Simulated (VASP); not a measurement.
Level of theory: PBE GGA with spin-orbit coupling, VASP's PBE PAW potentials (set 64) (plane waves; VASP).

VASP input:

### INCAR
```
LREAL = F
MAGMOM = 6*0.0
LORBIT = 11
SIGMA = 0.01
ISMEAR = -1   ! Fermi-Dirac
GGA = PE   ! PBE
LWAVE = F
LASPH = T   ! aspherical one-centre terms
SYSTEM = PbTe
ALGO = Normal   ! blocked Davidson
LCHARG = F
LNONCOLLINEAR = T
EDIFF = 1E-6   ! SCF stop (eV)
LSORBIT = T
NELM = 100   ! most electronic steps
PREC = Accurate
LMAXMIX = 4
GGA_COMPAT = F
ISIF = 2   ! forces and stress, cell fixed
ENCUT = 300   ! plane-wave cut-off (eV)
```

### KPOINTS
```
kpoints
0
Gamma
9 9 9
```

**POSCAR**
```
PbTe
3.230
  0.0000000000   1.0000000000   1.0000000000
  1.0000000000   0.0000000000   1.0000000000
  1.0000000000   1.0000000000   0.0000000000
Te Pb
1 1
Direct
  0.5000000000   0.5000000000   0.5000000000
  0.0000000000   0.0000000000   0.0000000000
```

POTCAR, in this order: Te Pb_d (PBE.64 set). Program: vasp_ncl.

Output of the run:

**OSZICAR**
```
       N       E                     dE             d eps       ncg     rms          rms(c)
DAV:   1     0.157422818032E+03    0.15742E+03   -0.66150E+03  1960   0.931E+02
DAV:   2     0.557457335772E+01   -0.15185E+03   -0.14815E+03  2084   0.314E+02
DAV:   3    -0.765938695777E+01   -0.13234E+02   -0.13009E+02  2480   0.111E+02
DAV:   4    -0.810166110487E+01   -0.44227E+00   -0.44162E+00  2476   0.236E+01
DAV:   5    -0.811904767599E+01   -0.17387E-01   -0.17385E-01  2764   0.397E+00    0.406E+00
DAV:   6    -0.802820266178E+01    0.90845E-01   -0.19274E-01  2608   0.355E+00    0.258E+00
DAV:   7    -0.802720038582E+01    0.10023E-02   -0.58374E-02  2288   0.127E+00    0.154E+00
DAV:   8    -0.802898704732E+01   -0.17867E-02   -0.33682E-03  2600   0.529E-01    0.613E-01
DAV:   9    -0.802955870073E+01   -0.57165E-03   -0.15192E-03  2256   0.486E-01    0.114E-01
DAV:  10    -0.802967123152E+01   -0.11253E-03   -0.17079E-04  2220   0.131E-01    0.375E-02
DAV:  11    -0.802969426243E+01   -0.23031E-04   -0.32312E-05  2224   0.598E-02    0.144E-02
DAV:  12    -0.802969941045E+01   -0.51480E-05   -0.54406E-06  2008   0.232E-02    0.674E-03
DAV:  13    -0.802970048153E+01   -0.10711E-05   -0.30782E-06  2156   0.220E-02    0.515E-03
DAV:  14    -0.802970008656E+01    0.39497E-06   -0.41703E-07  1232   0.750E-03
   1 F= -.80297001E+01 E0= -.80297001E+01  d E =-.131201E-07  mag=     0.0000     0.0000     0.0000
```

**OUTCAR**
```
------------------------ aborting loop because EDIFF is reached ----------------------------------------
  FORCE on cell =-STRESS in cart. coord.  units (eV):
  Direction    XX          YY          ZZ          XY          YZ          ZX
  --------------------------------------------------------------------------------------
  Total        0.7224911      0.7224911      0.7224911      0.0000000      0.0000000     -0.0000000
  in kB       17.1753470     17.1753470     17.1753470      0.0000000      0.0000000     -0.0000000
  external PRESSURE =      17.1753470 kB  Pullay stress =       0.0000000 kB
  volume of cell :       67.40
      direct lattice vectors                 reciprocal lattice vectors
     0.000000000  3.230000000  3.230000000    -0.154798762  0.154798762  0.154798762
     3.230000000  0.000000000  3.230000000     0.154798762 -0.154798762  0.154798762
     3.230000000  3.230000000  0.000000000     0.154798762  0.154798762 -0.154798762
  FREE ENERGIE OF THE ION-ELECTRON SYSTEM (eV)
  ---------------------------------------------------
  free  energy   TOTEN  =        -8.0297000866 eV

  energy  without entropy=       -8.0297000734  energy(sigma->0) =       -8.02970008

 total charge

# of ion       s       p       d       tot
------------------------------------------
    1        1.379   1.990   0.019   3.388
    2        1.452   0.608   9.825  11.885
--------------------------------------------------
tot          2.830   2.598   9.844  15.273

 magnetization (x)

# of ion       s       p       d       tot
------------------------------------------
    1       -0.000  -0.000   0.000  -0.000
    2        0.000   0.000   0.000   0.000
--------------------------------------------------
tot          0.000  -0.000   0.000   0.000

 magnetization (y)

# of ion       s       p       d       tot
------------------------------------------
    1        0.000  -0.000   0.000  -0.000
    2       -0.000   0.000   0.000   0.000
--------------------------------------------------
tot         -0.000   0.000   0.000  -0.000

 magnetization (z)

# of ion       s       p       d       tot
------------------------------------------
    1        0.000  -0.000   0.000  -0.000
    2       -0.000   0.000  -0.000  -0.000
--------------------------------------------------
tot         -0.000   0.000  -0.000  -0.000

 Ion:    1  E_soc:     -0.2155540

 Ion:    2  E_soc:     -0.8964740
```
(Selected blocks of OUTCAR.)

At this cut-off the stress carries a Pulay error, which pulls relaxed volumes low.

The structure is a typed PbTe crystal (Fm-3m). The cell was not relaxed at this level. The run is one of a series of settings (GGA_COMPAT = .FALSE., LNONCOLLINEAR = .TRUE., LSORBIT = .TRUE., MAGMOM = 0.0 0.0 0.0 0.0 0.0 0.0, program vasp_ncl against the base run), some of them coarse on purpose.
